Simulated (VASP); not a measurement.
Input:

```yaml
crystal:
  lattice:
    - [-1.62500, 1.62500, 2.47500]
    - [1.62500, -1.62500, 2.47500]
    - [1.62500, 1.62500, -2.47500]
  atoms:
    - { symbol: In, position: [0.00000, 0.00000, 0.00000] }
```

Computed with PBE GGA, VASP's PBE PAW potentials (set 64) (plane waves; VASP). Settings: 400 eV cut-off, 14×14×14 Γ-centred mesh, first-order Methfessel-Paxton smearing of 0.10 eV, potentials In_d.

Unless said otherwise, spin-orbit coupling is left out, though it shifts the bands of the heavy elements here.

Q: Estimate the energy per atom (σ→0), pressure, band gap (on the k-mesh) with the smallest direct gap where there is one.

A: 
```json
{
 "band gap (on the k-mesh)": "none (metal, semimetal or under 0.01 eV)",
 "energy per atom (σ→0)": "-2.554 eV/atom",
 "pressure": "1.88 GPa"
}
```

Only differences to runs with the same potentials and settings are physical.

The compound is In in the bct structure. The cell was not relaxed at this level.
